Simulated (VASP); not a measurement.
# Te4Pt3 with PBEsol: from relaxation to properties, part 3 of 6

What structure and properties does PBEsol give Te4Pt3, and how near are they to the measured ones? The start is a cell from a database of measured crystal structures.

VASP 6.6.1, plane waves and PAW; the level of theory is named at each step.

So far. Step 2 (Full relaxation (PBEsol)): It ends with a largest force of 0.010 eV/Å and a pressure of -0.01 GPa. The volume lies -0.6 % from that of the database's start, which holds the thermal and zero-point expansion of its experiment. Step 3 (Single point with fields (PBEsol)): In this run the pressure is 0.00 GPa, small enough to go on. The relaxed cell has a = 3.998, c = 35.015 Å (conventional setting).

## 4. Band structure (PBEsol)

Level of this step: PBEsol; plane waves and PAW (Te, Pt) (VASP).

The mesh alone shows little of the dispersion and can miss band extrema, so KPOINTS_OPT adds a path through the symmetry points after the self-consistent cycle.

The input, INCAR:

```
SYSTEM = Te4Pt3
PREC = Accurate
ENCUT = 400
EDIFF = 1E-06
NELM = 100
ISMEAR = 0
SIGMA = 0.05
LREAL = .FALSE.
ALGO = Normal
GGA = PS
NBANDS = 45
LASPH = .TRUE.
LORBIT = 11
LWAVE = .FALSE.
LCHARG = .FALSE.
KPAR = 4
```

The input, POSCAR:

```
Te4Pt3
1.0
    3.9982418325      0.0000000000      0.0000000000
   -1.9991209162     -3.4625789974      0.0000000000
    0.0000000000      2.3083859982    -11.6717272439
Te Pt
4 3
Direct
    0.5549177632      0.1098355263      0.6647532895
    0.4450822368      0.8901644737      0.3352467105
    0.7056606788      0.4113213575      0.1169820363
    0.2943393212      0.5886786425      0.8830179637
    0.0000000000      0.0000000000      0.0000000000
    0.8536784551      0.7073569102      0.5610353653
    0.1463215449      0.2926430898      0.4389646347
```

The input, KPOINTS:

```
Automatic mesh
0
Gamma
7 7 7
0 0 0
```

The input, KPOINTS_OPT:

```
Line mode
12
Line-mode
Reciprocal
  0.00000000   0.00000000   0.00000000 GAMMA
  0.50000000   0.00000000   0.00000000 L

  0.50000000   0.00000000   0.00000000 L
  0.32681412   0.34637176  -0.17318588 B1

  0.32681412   0.32681412   0.17318588 B
  0.00000000   0.00000000   0.50000000 Z

  0.00000000   0.00000000   0.50000000 Z
  0.00000000   0.00000000   0.00000000 GAMMA

  0.00000000   0.00000000   0.00000000 GAMMA
  0.33659294   0.33659294  -0.33659294 X

  0.32681412   0.33659294   0.00000000 Q
  0.00000000   0.50000000   0.00000000 F

  0.00000000   0.50000000   0.00000000 F
  0.00000000   0.49022118   0.17318588 P1

  0.00000000   0.49022118   0.17318588 P1
  0.00000000   0.00000000   0.50000000 Z

  0.50000000   0.00000000   0.00000000 L
  0.49022118   0.00000000   0.33659294 P
```

Potentials, in the order of the species: Te and Pt (PBE family, release 64).

Run with:

```console
$ mpirun -np 4 vasp_std
```

What it wrote:

```text
[banner, memory and clock lines left out]
running    4 mpi-ranks, on    1 nodes
 distrk:  each k-point on    1 cores,    4 groups
 distr:  one band on    1 cores,    1 groups

 POSCAR found type information on POSCAR TePt
 POSCAR found :  2 types and       7 ions
 [... a notice as in an earlier step ...]

 LDA part: xc-table for (Slater+PW92), standard interpolation
 POSCAR, INCAR and KPOINTS ok, starting setup
 FFT: planning ... GRIDC
 FFT: planning ... GRID_SOFT
 FFT: planning ... GRID
 WAVECAR not read
 entering main loop
       N       E                     dE             d eps       ncg     rms          rms(c)
DAV:   1     0.229318223751E+03    0.22932E+03   -0.19389E+04  4000   0.844E+02
DAV:   2    -0.264404126075E+02   -0.25576E+03   -0.24150E+03  4585   0.189E+02
DAV:   3    -0.387946936984E+02   -0.12354E+02   -0.12161E+02  4726   0.395E+01
DAV:   4    -0.389671081131E+02   -0.17241E+00   -0.17226E+00  4539   0.519E+00
DAV:   5    -0.389714002942E+02   -0.42922E-02   -0.42921E-02  4522   0.801E-01    0.214E+01
DAV:   6    -0.380289487070E+02    0.94245E+00   -0.35670E+00  4506   0.113E+01    0.132E+01
DAV:   7    -0.378819178884E+02    0.14703E+00   -0.98483E-01  4146   0.761E+00    0.422E+00
DAV:   8    -0.377201153466E+02    0.16180E+00   -0.36303E-01  4291   0.412E+00    0.120E+00
DAV:   9    -0.377188029394E+02    0.13124E-02   -0.49546E-02  4268   0.107E+00    0.620E-01
DAV:  10    -0.377182334780E+02    0.56946E-03   -0.46867E-03  4613   0.337E-01    0.234E-01
DAV:  11    -0.377179392179E+02    0.29426E-03   -0.10214E-03  4608   0.189E-01    0.126E-01
DAV:  12    -0.377178935783E+02    0.45640E-04   -0.24939E-04  4577   0.828E-02    0.404E-02
DAV:  13    -0.377178948235E+02   -0.12452E-05   -0.23988E-05  4364   0.211E-02    0.211E-02
DAV:  14    -0.377178942796E+02    0.54391E-06   -0.49022E-06  4288   0.911E-03
   1 F= -.37717894E+02 E0= -.37717179E+02  d E =-.143038E-02
 Start KPOINTS_OPT (optional k-point list driver)
k-point batch [1-44\108]
       N       E                     dE             ncg
DAV:   1     0.210686691359E+05   -0.15606E+05     3968
DAV:   2     0.962706321393E+04   -0.11442E+05     4621
DAV:   3     0.905510943358E+04   -0.57195E+03     4747
DAV:   4     0.904646775280E+04   -0.86417E+01     4591
DAV:   5     0.904625854915E+04   -0.20920E+00     4541
DAV:   6     0.904624983451E+04   -0.87146E-02     4748
DAV:   7     0.904624956715E+04   -0.26736E-03     4511
DAV:   8     0.904624955467E+04   -0.12478E-04     3545
DAV:   9     0.904624955399E+04   -0.68086E-06     2648
[...]
k-point batch [89-108\108]
       N       E                     dE             ncg
DAV:   1     0.438566141808E+05   -0.11074E+05     1808
DAV:   2     0.386815966198E+05   -0.51750E+04     2083
DAV:   3     0.384296763600E+05   -0.25192E+03     2152
DAV:   4     0.384259368722E+05   -0.37395E+01     2088
DAV:   5     0.384258497640E+05   -0.87108E-01     2080
DAV:   6     0.384258462197E+05   -0.35442E-02     2120
DAV:   7     0.384258460874E+05   -0.13237E-03     2087
DAV:   8     0.384258460809E+05   -0.64774E-05     1584
DAV:   9     0.384258460806E+05   -0.29677E-06     1186
```

Elapsed: 59 s, on 4 MPI ranks of Intel Xeon 6975P-C (Granite Rapids), shared host; peak memory 1.7 GiB; 3.9 min of CPU time.

From OUTCAR (step 4):

```text
The static configuration has the point symmetry D_3d.

 Found     44 irreducible k-points:

   k-points           NKPTS =     44   k-points in BZ     NKDIM =     44   number of bands    NBANDS=     45

   NELECT =      54.0000    total number of electrons

 E-fermi :   8.5444

 k-point     1 :       0.0000    0.0000    0.0000
  band No.  band energies     occupation
    ...
     20       6.6270      2.00000
     21       6.7414      2.00000
     22       6.8487      2.00000
     23       7.9258      2.00000
     24       7.9258      2.00000
     25       9.1411      0.00000
     26       9.1411      0.00000
     27       9.8139      0.00000
     28      10.5579      0.00000
     29      10.5579      0.00000
    ...

 k-point     2 :       0.1429   -0.0000    0.0000
  band No.  band energies     occupation
    ...
     21       6.8388      2.00000
     22       7.0418      2.00000
     23       7.6628      2.00000
     24       7.8317      2.00000
     25       7.9463      2.00000
     26       8.7859      0.00000
     27       9.1565      0.00000
     28       9.7028      0.00000
     29      10.0944      0.00000
     30      10.4928      0.00000
    ...

  Total        0.0048206      0.0048206      0.0048754     -0.0000000      0.0000000     -0.0000000
  in kB        0.0477983      0.0477983      0.0483408     -0.0000000      0.0000000     -0.0000000
  external PRESSURE =       0.0479791 kB  Pullay stress =       0.0000000 kB

 POSITION                                       TOTAL-FORCE (eV/Angst)
 -----------------------------------------------------------------------------------
      1.99912      1.15419     -7.75882         0.000000     -0.000000     -0.001440
     -0.00000     -2.30839     -3.91291        -0.000000      0.000000      0.001440
      1.99912     -1.15419     -1.36538        -0.000000      0.000000      0.003416
     -0.00000     -0.00000    -10.30634         0.000000     -0.000000     -0.003416
      0.00000      0.00000      0.00000         0.000000      0.000000      0.000000
      1.99912     -1.15419     -6.54825        -0.000000      0.000000      0.010300
      0.00000     -0.00000     -5.12348         0.000000     -0.000000     -0.010300
 -----------------------------------------------------------------------------------
    total drift:                                0.000000      0.000000     -0.000000

  FREE ENERGIE OF THE ION-ELECTRON SYSTEM (eV)
  ---------------------------------------------------
  free  energy   TOTEN  =       -37.7178942796 eV

  energy  without entropy=      -37.7164639029  energy(sigma->0) =      -37.71717909

[... 8 parts as in an earlier step ...]

[... 5 further parts left out ...]
```

Spin-orbit coupling is off here; with elements this heavy it splits and shifts levels by tenths of an eV or more. The cell is typed on its shortest vectors, so the axes of tensors and the coordinates of k-points follow the printed cell and not the standard setting.

This step gave:

```yaml
bands: 45
pressure: 0.004798 GPa
```

Electronic bands along the path, in eV, zero at the Fermi level; # counts the bands kept, so #1 is VASP's band 5:

```
          point    #20    #21    #22    #23    #24   #25   #26   #27
              Γ  -0.62   0.60   0.60   1.27   2.01  2.01  2.22  2.22
0.45 of the way  -1.24  -1.09   0.13   0.16   0.68  1.21  1.62  2.36
              L  -2.40  -1.76  -1.68  -0.88  -0.57  0.85  1.66  1.81
0.55 of the way  -2.13  -1.90  -1.64  -0.89  -0.74  0.91  1.36  1.38
             B1  -2.05  -1.93  -1.32  -1.13  -0.84  0.53  1.19  2.02
      jump to B  -2.05  -1.93  -1.32  -1.13  -0.84  0.53  1.19  2.02
0.45 of the way  -1.71  -1.25  -1.01  -0.68   0.92  1.04  1.33  2.32
              Z  -0.64   0.12   0.82   0.82   1.43  1.43  2.68  2.68
0.45 of the way  -0.63   0.66   0.71   0.71   1.64  1.64  2.54  2.54
              Γ  -0.62   0.60   0.60   1.27   2.01  2.01  2.22  2.22
0.45 of the way  -1.53  -0.86  -0.15  -0.05   0.26  0.89  1.42  2.38
              X  -2.08  -1.91  -1.38  -1.01  -0.95  0.55  1.22  2.00
      jump to Q  -2.08  -1.91  -1.38  -1.01  -0.95  0.55  1.22  2.00
0.55 of the way  -2.10  -1.94  -1.73  -1.06  -0.77  1.30  1.52  1.94
              F  -2.22  -1.75  -1.60  -1.42   0.11  0.90  1.33  2.63
0.55 of the way  -2.23  -1.75  -1.57  -1.43   0.08  0.93  1.26  2.63
             P1  -2.26  -1.75  -1.51  -1.47   0.02  1.00  1.14  2.53
0.55 of the way  -1.17  -0.39  -0.18   0.06   0.82  1.27  1.69  2.39
              Z  -0.64   0.12   0.82   0.82   1.43  1.43  2.68  2.68
      jump to L  -2.40  -1.76  -1.68  -0.88  -0.57  0.85  1.66  1.81
0.45 of the way  -2.38  -1.75  -1.62  -1.15  -0.32  0.92  1.35  2.15
              P  -2.26  -1.75  -1.51  -1.47   0.02  1.00  1.14  2.53
```

Of the projections kept (Te, Pt), the largest for each band there; the rest of the weight can lie on other orbitals:

```
point      #20      #21      #22      #23      #24      #25      #26      #27
    Γ  Te 0.86  Te 0.63  Te 0.63  Te 0.81  Te 0.59  Te 0.59  Te 0.50  Te 0.50
    L  Pt 0.81  Pt 0.97  Pt 0.51  Te 0.53  Te 0.53  Pt 0.65  Te 0.58  Pt 0.61
   B1  Pt 0.83  Pt 0.78  Pt 0.73  Pt 0.78  Pt 0.68  Pt 0.71  Te 0.52  Pt 0.51
    B  Pt 0.83  Pt 0.78  Pt 0.73  Pt 0.78  Pt 0.68  Pt 0.71  Te 0.52  Pt 0.51
    Z  Te 0.84  Te 0.62  Te 0.65  Te 0.65  Te 0.56  Te 0.56  Te 0.53  Te 0.53
    Γ  Te 0.86  Te 0.63  Te 0.63  Te 0.81  Te 0.59  Te 0.59  Te 0.50  Te 0.50
```

There is no gap at this level.

## 5. Density of states (PBEsol)

A density of states needs more k-points than a total energy; ISMEAR = -5 takes tetrahedra, and LORBIT projects the states on the PAW spheres. The mesh is finer than in the run before.

Edit INCAR of step 4 so:

```diff
@@ -5,3 +5,3 @@
 NELM = 100
-ISMEAR = 0
+ISMEAR = -5
 SIGMA = 0.05
@@ -16 +16,2 @@
 KPAR = 4
+NEDOS = 2001
```

POSCAR is that of step 4.

The input, KPOINTS:

```
Automatic mesh
0
Gamma
10 10 10
0 0 0
```

Run with:

```console
$ mpirun -np 4 vasp_std
```

What it wrote:

```text
[... set-up lines as in an earlier step ...]
 entering main loop
       N       E                     dE             d eps       ncg     rms          rms(c)
DAV:   1     0.230350317016E+03    0.23035E+03   -0.19392E+04 10496   0.844E+02
DAV:   2    -0.265043342074E+02   -0.25685E+03   -0.24282E+03 12153   0.190E+02
DAV:   3    -0.387993304038E+02   -0.12295E+02   -0.12108E+02 12532   0.394E+01
DAV:   4    -0.389688512095E+02   -0.16952E+00   -0.16943E+00 12043   0.519E+00
DAV:   5    -0.389729749116E+02   -0.41237E-02   -0.41238E-02 12017   0.789E-01    0.214E+01
DAV:   6    -0.380290441281E+02    0.94393E+00   -0.36190E+00 11738   0.113E+01    0.132E+01
DAV:   7    -0.378807038905E+02    0.14834E+00   -0.10202E+00 10988   0.774E+00    0.424E+00
DAV:   8    -0.377193967011E+02    0.16131E+00   -0.38752E-01 11348   0.426E+00    0.120E+00
DAV:   9    -0.377174148093E+02    0.19819E-02   -0.53084E-02 11289   0.116E+00    0.635E-01
DAV:  10    -0.377168653631E+02    0.54945E-03   -0.48260E-03 12053   0.339E-01    0.241E-01
DAV:  11    -0.377164634989E+02    0.40186E-03   -0.11025E-03 12084   0.189E-01    0.124E-01
DAV:  12    -0.377164200958E+02    0.43403E-04   -0.21899E-04 11885   0.719E-02    0.364E-02
DAV:  13    -0.377164190536E+02    0.10423E-05   -0.18658E-05 11553   0.176E-02    0.176E-02
DAV:  14    -0.377164192927E+02   -0.23913E-06   -0.39769E-06 11335   0.817E-03
   1 F= -.37716419E+02 E0= -.37716419E+02  d E =0.000000E+00
 -----------------------------------------------------------------------------
|                                                                             |
|           W    W    AA    RRRRR   N    N  II  N    N   GGGG   !!!           |
|           W    W   A  A   R    R  NN   N  II  NN   N  G    G  !!!           |
|           W    W  A    A  R    R  N N  N  II  N N  N  G       !!!           |
|           W WW W  AAAAAA  RRRRR   N  N N  II  N  N N  G  GGG   !            |
|           WW  WW  A    A  R   R   N   NN  II  N   NN  G    G                |
|           W    W  A    A  R    R  N    N  II  N    N   GGGG   !!!           |
|                                                                             |
|     Tetrahedron method does not include variations of the Fermi             |
|     occupations, so forces and stress will be inaccurate. We suggest        |
|     using a different smearing scheme ISMEAR = 1 or 2 for metals in         |
|     relaxations.                                                            |
|                                                                             |
 -----------------------------------------------------------------------------
```

Wall time 63 s (4 MPI ranks); peak memory 2.2 GiB.

From OUTCAR (step 5):

```text
   k-points           NKPTS =    116   k-points in BZ     NKDIM =    116   number of bands    NBANDS=     45

   NELECT =      54.0000    total number of electrons

 E-fermi :   8.5051

 k-point     1 :       0.0000    0.0000    0.0000
  band No.  band energies     occupation
    ...
     20       6.6250      2.00000
     21       6.7404      2.00000
     22       6.8484      2.00000
     23       7.9238      2.00000
     24       7.9238      2.00000
     25       9.1406     -0.48092
     26       9.1406      0.00000
     27       9.8129      0.00000
     28      10.5568      0.00000
     29      10.5568      0.00000
    ...

  Total       -0.1281254     -0.1281254      0.1949067      0.0000000      0.0000000     -0.0000000
  in kB       -1.2704047     -1.2704047      1.9325619      0.0000000      0.0000000     -0.0000000
  external PRESSURE =      -0.2027492 kB  Pullay stress =       0.0000000 kB

 POSITION                                       TOTAL-FORCE (eV/Angst)
 -----------------------------------------------------------------------------------
      1.99912      1.15419     -7.75882        -0.000000      0.000000      0.044326
     -0.00000     -2.30839     -3.91291         0.000000     -0.000000     -0.044326
      1.99912     -1.15419     -1.36538        -0.000000      0.000000      0.034851
     -0.00000     -0.00000    -10.30634         0.000000     -0.000000     -0.034851
      0.00000      0.00000      0.00000         0.000000      0.000000      0.000000
      1.99912     -1.15419     -6.54825         0.000000     -0.000000     -0.024798
      0.00000     -0.00000     -5.12348        -0.000000      0.000000      0.024798
 -----------------------------------------------------------------------------------
    total drift:                                0.000000      0.000000     -0.000000

  FREE ENERGIE OF THE ION-ELECTRON SYSTEM (eV)
  ---------------------------------------------------
  free  energy   TOTEN  =       -37.7164192927 eV

  energy  without entropy=      -37.7164192927  energy(sigma->0) =      -37.71641929

[... 6 parts as in an earlier step ...]

[... 10 further parts left out ...]
```

With tetrahedra the forces and stress of a metal are not exact derivatives of the energy.

This step gave:

```yaml
irreducible_k_points: 116
fermi_energy: 8.505 eV
pressure: -0.02027 GPa
dos_at_the_fermi_level: 2.273 states/eV/cell
```

The density of states has structure finer than the step of the table below, so its rows give means over 0.5 eV, whole bins alone (the curve runs from -12.0 to 2.25 eV). Peaks (eV: height): total -4.27: 12.4, -3.65: 12.0, -3.38: 11.7, -3.24: 12.3; Pt d -3.65: 7.88, -3.38: 7.84, -3.24: 9.41, -1.87: 7.27; Te p -6.40: 1.80, -5.17: 1.98, 1.43: 1.66, 2.18: 1.66; Pt p -4.27: 0.392, -2.21: 0.428, -1.80: 0.457, -0.98: 0.444; Pt s -6.40: 1.91, -5.10: 0.391, -4.34: 0.478, -3.17: 0.479.

States under -12.0 eV and over 2.3 eV are left out. The density of states by energy, zero at the Fermi level; means over each step; values in states/eV/cell:

```
energy (eV)  total    Pt d    Te p     Pt p    Pt s     Te s     Te d
      -11.5   5.14   0.332  0.0370    0.129  0.0851     3.33  0.00205
      -11.0   1.70  0.0951  0.0123   0.0399  0.0300     1.12   7.8e-4
      -10.5      0       0       0        0       0        0        0
      -10.0      0       0       0        0       0        0        0
       -9.5      0       0       0        0       0        0        0
       -9.0      0       0       0        0       0        0        0
       -8.5      0       0       0        0       0        0        0
       -8.0      0       0       0        0       0        0        0
       -7.5      0       0       0        0       0        0        0
       -7.0  0.336  0.0459  0.0774  0.00330  0.0694  0.00459  0.00122
       -6.5   5.11   0.824    1.09   0.0994    1.08    0.113   0.0205
       -6.0   5.22    1.71    1.13   0.0995   0.425   0.0794   0.0191
       -5.5   7.25    3.51    1.42    0.139   0.211   0.0745   0.0381
       -5.0   9.18    4.95    1.52    0.205   0.309    0.117   0.0647
       -4.5   7.29    4.12   0.973    0.204   0.261    0.118   0.0574
       -4.0   8.91    5.45    1.05    0.283   0.190    0.111   0.0702
       -3.5   8.41    5.57   0.868    0.243   0.123   0.0883   0.0617
       -3.0   6.94    4.61   0.639    0.163   0.218   0.0964   0.0537
       -2.5   8.73    5.49    1.03    0.295   0.173   0.0801   0.0585
       -2.0   9.39    6.03    1.09    0.363   0.137   0.0949   0.0734
       -1.5   6.38    3.25    1.14    0.344   0.152    0.101   0.0501
       -1.0   4.46    1.40    1.26    0.400  0.0650   0.0840   0.0376
       -0.5   3.35   0.857    1.05    0.328  0.0501   0.0735   0.0331
        0.0   2.40   0.630   0.733    0.234  0.0313   0.0568   0.0285
        0.5   1.99   0.545   0.619    0.156  0.0220   0.0537   0.0266
        1.0   4.30    1.42    1.18    0.155  0.0842    0.150   0.0828
        1.5   3.95    1.16    1.29    0.137  0.0638   0.0868   0.0777
        2.0   3.48    1.14    1.19   0.0950  0.0484   0.0506   0.0546
```

The finer mesh and the other smearing move the Fermi level by -0.04 eV from the 7×7×7 run, a small shift, which tests the Fermi level alone. Of the states within 0.3 eV of the Fermi level, the largest shares in the PAW spheres are Te p 31 %, Pt d 26 % and Pt p 10 %. The rest lies in smaller channels or between the spheres.

(Part 3 of 6 ends here.)

[Lines on the potential files, build, host, timing and source positions are cut from VASP's logs without a mark.]

[Logs are printed without paths, hosts, clocks, repeated set-up lines and the standing remarks that a program may print on its own settings, such as how far it seeks lower states.]

[Hosts, paths, dates, database ids (printed as entryN), source tags and the programs' standing remarks are cut or masked in the printed files.]

[A measured line is paired with the nearest computed mode of its activity, which favours agreement.]
